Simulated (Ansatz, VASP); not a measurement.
# Ge (Germanium): VASP beside Ansatz, part 2 of 2

One calculation is typed for both programs; each brings its own data sets. How far apart do they land? The cell is taken from a series of runs on this material, whose earlier steps may have relaxed, scaled, displaced or heated it; both programs get it as it stands.

VASP 6.6.1 and Ansatz 0.2.0.

So far: Set-up; VASP: zone-centre phonons, LDA.

## (2) VASP: zone-centre phonons, LDA (continued)

Level of this step: LDA; plane waves and PAW (Ge_d) (VASP).

Numbers of over 12 decimals in the logs are rounded to 6 here.

Parts of OUTCAR (step 2):

```text
ion  position               nearest neighbor table
   1  0.499  0.499  0.501-   2 2.42   2 2.42   2 2.43   2 2.43
   2  0.751  0.751  0.749-   1 2.42   1 2.42   1 2.43   1 2.43

  LATTYP: Found a body centered orthorhombic cell.
 ALAT       =     3.8954905993
 B/A-ratio  =     1.0209007081
 C/A-ratio  =     1.4539058373

 Subroutine GETGRP returns: Found  4 space group operations
 (whereof  2 operations were pure point group operations)

The static configuration has the point symmetry C_1h.
 The point group associated with its full space group is C_2h.

   k-points           NKPTS =   1728   k-points in BZ     NKDIM =   1728   number of bands    NBANDS=     20

   dimension x,y,z NGX =    30 NGY =   30 NGZ =   28
   dimension x,y,z NGXF=    60 NGYF=   60 NGZF=   56

   ENCUT  =  500.0 eV  36.75 Ry    6.06 a.u.   7.24  7.24  7.10*2*pi/ulx,y,z

   NELECT =      28.0000    total number of electrons

 k-points in reciprocal lattice and weights: Points of the shifted mesh
   0.04166667  0.04166667  0.04166667       0.001
   0.04166667  0.04166667  0.12500000       0.001
   0.04166667  0.04166667  0.20833333       0.001
   0.04166667  0.04166667  0.29166667       0.001
   0.04166667  0.04166667  0.37500000       0.001
   0.04166667  0.04166667  0.45833333       0.001
   0.04166667  0.04166667  0.54166667       0.001
   0.04166667  0.04166667  0.62500000       0.001
   0.04166667  0.04166667  0.70833333       0.001
[...]
0.95833333  0.95833333  0.87500000       0.001
   0.95833333  0.95833333  0.95833333       0.001

 average (electrostatic) potential at core
       1 -75.1400       2 -75.1400

  Total        0.3913486      0.3913486      0.0101595      0.3785005     -0.0020017     -0.0020016
  in kB       14.2921679     14.2921679      0.3710267     13.8229528     -0.0731027     -0.0731008
  external PRESSURE =       9.6517875 kB  Pullay stress =       0.0000000 kB

  energy-cutoff  :      500.00
  volume of cell :       43.87
      direct lattice vectors                 reciprocal lattice vectors
    -0.028785791  2.783313610  2.831838261    -0.177803103  0.177803103  0.176563756
     2.783313610 -0.028785791  2.831838261     0.177803103 -0.177803103  0.176563756
     2.754527819  2.754527819  0.000000000     0.181519314  0.181519314 -0.176563756

 POSITION                                       TOTAL-FORCE (eV/Angst)
 -----------------------------------------------------------------------------------
      2.75441      2.75441      2.82402         0.000119      0.000119     -0.001073
      4.13191      4.13191      4.25557        -0.000119     -0.000119      0.001073
 -----------------------------------------------------------------------------------
    total drift:                                0.000000     -0.000000      0.000000

 Eigenvectors and eigenvalues of the dynamical matrix
 ----------------------------------------------------

   1 f  =    9.026924 THz    56.717836 2PiTHz  301.105773 cm-1    37.332341 meV
             X         Y         Z           dx          dy          dz
      2.754410  2.754410  2.824023    -0.497040   -0.497040    0.076824
      4.131909  4.131909  4.255572     0.497040    0.497040   -0.076824

   2 f  =    8.988837 THz    56.478528 2PiTHz  299.835324 cm-1    37.174826 meV
             X         Y         Z           dx          dy          dz
      2.754410  2.754410  2.824023    -0.054323   -0.054323   -0.702921
      4.131909  4.131909  4.255572     0.054323    0.054323    0.702921

   3 f  =    8.869071 THz    55.726018 2PiTHz  295.840370 cm-1    36.679515 meV
             X         Y         Z           dx          dy          dz
      2.754410  2.754410  2.824023     0.500000   -0.500000    0.000000
      4.131909  4.131909  4.255572    -0.500000    0.500000   -0.000000

   4 f  =    0.000000 THz     0.000001 2PiTHz    0.000007 cm-1     0.000001 meV
             X         Y         Z           dx          dy          dz
      2.754410  2.754410  2.824023    -0.000024    0.005595    0.707085
      4.131909  4.131909  4.255572    -0.000024    0.005595    0.707085

   5 f  =    0.000000 THz     0.000001 2PiTHz    0.000003 cm-1     0.000000 meV
             X         Y         Z           dx          dy          dz
      2.754410  2.754410  2.824023    -0.143470    0.692377   -0.005483
      4.131909  4.131909  4.255572    -0.143470    0.692377   -0.005483

   6 f  =    0.000000 THz     0.000000 2PiTHz    0.000001 cm-1     0.000000 meV
             X         Y         Z           dx          dy          dz
      2.754410  2.754410  2.824023     0.692399    0.143466   -0.001111
      4.131909  4.131909  4.255572     0.692399    0.143466   -0.001111

 ELASTIC MODULI CONTR FROM IONIC RELAXATION (kBar)
 Direction    XX          YY          ZZ          XY          YZ          ZX
 --------------------------------------------------------------------------------
 XX          -0.2319     -0.2219     -0.5055     -7.3848      2.7065     -0.2638
 YY          -0.2219     -0.2319     -0.5055     -7.6485      1.2650      1.4433
 ZZ          -0.5055     -0.5055     -1.1633    -17.4328      2.0150     -0.8508
 XY          -7.3848     -7.6485    -17.4328   -265.2039      2.0905      1.7903
 YZ           2.7065      1.2650      2.0150      2.0905   -278.1366    -23.6071
 ZX          -0.2638      1.4433     -0.8508      1.7903    -23.6071   -273.7054
 --------------------------------------------------------------------------------
```

## (3) Ansatz: zone-centre phonons, LDA

Ansatz runs on its PAW soft_1 files.

The same cell, functional (in two slightly different forms), mesh and smearing now go to Ansatz, which takes its cutoff from its data sets.

File input.yaml:

```yaml
crystal:
  lattice:
    - [-0.028785791, 2.7833136097, 2.8318382607]
    - [2.7833136097, -0.028785791, 2.8318382607]
    - [2.7545278188, 2.7545278188, 0.0]
  atoms:
    - { symbol: Ge, position: [0.4986201739, 0.4986201739, 0.5013371245] }
    - { symbol: Ge, position: [0.7513798261, 0.7513798261, 0.7486628755] }
kpoints:
  mp_grid: { grid: [12, 12, 12], shift: [0.5, 0.5, 0.5] }
hamiltonian:
  xc: lda
  pseudopotentials: { kind: paw, azcp: { folder: soft_1 }, xc_functional: pbe }
scf:
  occupations: { method: gaussian, width: 0.015 }
output:
  eigenvalues: true
phonons:
  method: dfpt
```

The run is started by

```console
$ ansatz run input.yaml --threads 4 --pin off --max-ram 10240MiB --backend cpu --events-out ev --progress --plain --runs-dir out
```

Output:

```text
Engine: ansatz 0.2.0, x86_64-unknown-linux-gnu
Pseudopotentials: kind: paw
Pseudopotential: Ge, paw, valence charge 14, recommended cutoff 420 eV (normal), soft_1/Ge.paw.azcp
Functional definition: SPW92
  exchange = slater_x
  correlation = pw_c
Crystal: 2 atoms, lattice volume = 43.871 Å³
Basis set: ecut = 420 eV, 881 PW (Γ), exchange–correlation on 64×64×64 points (8 copies of the dense FFT grid, shifted against one another)
Bands: 18, of which v1, the nominal top of the filled ones, is band 14 counted from 1 (13 counted from 0)
Symmetry: 4 space group operations
k-points: 864 of 1728 (irreducible under 1 space group operation, time reversal used)
Non-local potential: Ge, projectors of the file, l = 0: 2, l = 1: 2, l = 2: 3, l = 3: 1
PAW form: soft (Blöchl's): semilocal exchange-correlation on the pseudo side does not see the compensation charge
PAW frozen core: Ge, regenerated for the run's functional, and the local potential with it (the file was generated under x = pbe(κ = 0.804, μ = 0.219515), c = pbe(β = 0.066725))
PAW one-centre angular grid: Ge, 590 points (default); XC on 64 Gauss nodes
Initial density: superposition of atomic densities (chi_scale 0.1, normalization cell)
Initial wavefunctions: pseudopotential atomic-orbital guess
Functional: x = slater, c = lda
SCF iter   1: F=—  HF=-8431.588384 eV  |F-HF|=—  |Δ(HF+E_count)|=         —  Δρ=3.60e-2  dr2=5.20e-1  ethr=3.10e-3  ⟨swp⟩=6.0  Hψ=73146  notcnv=0
preconditioner: auto → none  [insulator: Δε(μ)=0.269 eV  Ē_g=23.542 eV  σ=0.015 eV  W_gap=1.00  n_scr=14 (ndim 8)  ℏωp=29.7 eV  f_vac=0.000  D(μ)=0.00/eV (n_scr^D=0)  ε∞_Penn≈2.6]
SCF iter   2: F=—  HF=-8431.462873 eV  |F-HF|=—  |Δ(HF+E_count)|=   1.26e-1  Δρ=1.64e-2  dr2=8.48e-2  ethr=1.86e-3  ⟨swp⟩=2.0  Hψ=25918  notcnv=0
SCF iter   3: F=—  HF=-8431.447683 eV  |F-HF|=—  |Δ(HF+E_count)|=   1.52e-2  Δρ=2.43e-3  dr2=6.75e-4  ethr=3.03e-4  ⟨swp⟩=2.0  Hψ=22497  notcnv=0
SCF iter   4: F=—  HF=-8431.447771 eV  |F-HF|=—  |Δ(HF+E_count)|=   8.80e-5  Δρ=4.43e-4  dr2=7.73e-5  ethr=2.41e-6  ⟨swp⟩=2.0  Hψ=31085  notcnv=0
SCF iter   5: F=—  HF=-8431.447574 eV  |F-HF|=—  |Δ(HF+E_count)|=   1.97e-4  Δρ=5.16e-5  dr2=9.04e-7  ethr=2.76e-7  ⟨swp⟩=2.0  Hψ=30687  notcnv=0
SCF iter   6: F=—  HF=-8431.447572 eV  |F-HF|=—  |Δ(HF+E_count)|=   2.23e-6  Δρ=2.93e-5  dr2=2.50e-7  ethr=3.23e-9  ⟨swp⟩=2.0  Hψ=27648  notcnv=0
SCF iter   7: F=—  HF=-8431.447572 eV  |F-HF|=—  |Δ(HF+E_count)|=   1.28e-7  Δρ=7.48e-6  dr2=1.17e-8  ethr=8.93e-10  ⟨swp⟩=2.0  Hψ=27445  notcnv=0
SCF iter   8: F=—  HF=-8431.447572 eV  |F-HF|=—  |Δ(HF+E_count)|=   1.15e-8  Δρ=6.22e-7  dr2=7.23e-11  ethr=4.18e-11  ⟨swp⟩=2.0  Hψ=26268  notcnv=0
SCF iter   9: F=-8431.447572 eV  HF=-8431.447572 eV  |F-HF|=9.09e-12  |Δ(HF+E_count)|=  2.36e-11  Δρ=1.23e-7  dr2=3.19e-12  ethr=1.00e-12  ⟨swp⟩=5.3  Hψ=67758  notcnv=0
SCF 1 converged in 9 iterations: F = -8431.447572 eV  dr2 = 3.19e-12
  greatest PAW one-centre occupation: 0.998 electrons in one spin orbital (limit 2), on the Ge atom at site 1 (counted from 0), in its partial waves of l = 2
DFPT response loops at Γ: preconditioner auto → none (the input reference at scf.mixing.eps_inf says where Resta's filter doesn't serve); β = 0.50; Broyden in place of MSR1
SCF converged after 9 iterations
Free energy (F): -8431.447572 eV
Harris-Foulkes:  -8431.447572 eV  (|F-HF|=9.09e-12)
Internal energy: -8431.447572 eV  (E = F + TS)
E sigma→0 (E₀):  -8431.447572 eV
Fermi energy:    8.647937 eV
--- Per-component energies (eV) ---
  E_band       = -301.027789
  E_kinetic    = 187.507959
  E_local      = -4465.541993  (includes V_loc(G=0)·N_el)
  E_nonlocal   = 442.271186
  E_hartree    = 2128.842166
  E_xc         = -143.362471
  E_vxc        = -131.948151  (∫ρ·V_xc dr)
  E_paw        = -3869.254360  (= ΣΔE_a)
  E_vpaw       = -591.001295  (= ΣTr[D̂ρ^β])
  E_aug_tail   = 0.000029  (compensation charges beyond the density's cutoff)
  E_ewald      = -2715.726740
  E_core_change = 3.816653  (= ΣΔE_core)
  E_smearing   = -0.000000  (= −TS)
  E_closure    = 0.000000  (closes the sum)
  Σ components = -8431.447572   (vs F -8431.447572, Δ=0.00e0)
--- Band table (eV; the first three rows and the last of 864) ---
  k-point 0: bands = [... 10 lower, -4.3824, 7.9741, 8.5534, 8.5950, 9.3042, 11.1284, 11.3212, 11.3793]
  k-point 1: bands = [... 10 lower, -4.2620, 6.8220, 8.0677, 8.4860, 9.7664, 11.2548, 11.4169, 12.2428]
  k-point 2: bands = [... 10 lower, -3.9685, 5.1955, 7.6243, 8.1639, 9.6527, 11.7088, 11.9864, 13.3543]
  k-point 863: bands = [... 10 lower, -2.2812, 0.8649, 6.9966, 7.2094, 9.1559, 12.3927, 12.5245, 15.8377]
--- Phonons (Γ-DFPT): 2 representative perturbations + reference, on 864 of 1728 k-points (Σ response iterations 6) ---
  k mesh reduced under 1 symmetry operation, with k and −k counted as one. Each operation leaves every solved perturbation unchanged. A smaller set is not used because it would not reduce the number of displacements times k-points to solve
  ASR residual: 1.270e-5 → 0.000e0 eV/Å²; symmetrization residual: 3.663e-6 eV/Å²
  ASR residual per site (eV/Å²): 1.27e-5 1.27e-5
  Γ frequencies (cm⁻¹): 0.00 0.00 0.00 294.51 298.33 299.74
  non-analytic LO–TO correction: not included (Born effective charges unavailable; polar crystals: no LO–TO splitting at Γ)
```

## (4) Differences

Known differences besides the potentials themselves: the cutoff is 420 eV in Ansatz and 500 eV in VASP; VASP's log shows a relativistic correction to its local exchange, Ansatz's none. Total energies have different zeros and are not compared.

Both answers:

| quantity | Ansatz | VASP | difference |
| --- | --- | --- | --- |
| optical mode 1 (cm⁻¹) | 294.5 | 295.8 | -0.45 % |
| optical mode 2 (cm⁻¹) | 298.3 | 299.8 | -0.50 % |
| optical mode 3 (cm⁻¹) | 299.7 | 301.1 | -0.45 % |

Modes are paired by rising frequency, not by their patterns, so a pair may set unlike modes beside each other; they are those without the splitting of longitudinal modes.

## (5) Results

| Property | Result |
| --- | --- |
| r.m.s. difference of the optical zone-centre modes, each program's sorted by frequency (zone-centre phonons, LDA) | 1.4 cm⁻¹ |
| difference in optical mode 2 (zone-centre phonons, LDA) | -0.5 % |

The r.m.s. difference of the optical zone-centre modes, each program's sorted by frequency is 1.4 cm⁻¹ (zone-centre phonons, LDA). Among the rows given in per cent, the largest difference of the zone-centre phonons, LDA pair is in optical mode 2, -0.5 %. How closely two codes agree says nothing of how well the functional describes the real material.

[Lines on the potential files, build, host, timing and source positions are cut from VASP's logs without a mark.]

[Logs are printed without paths, hosts, clocks, repeated set-up lines and the standing remarks that a program may print on its own settings, such as how far it seeks lower states.]

[Hosts, paths, dates, database ids (printed as entryN), source tags and the programs' standing remarks are cut or masked in the printed files.]
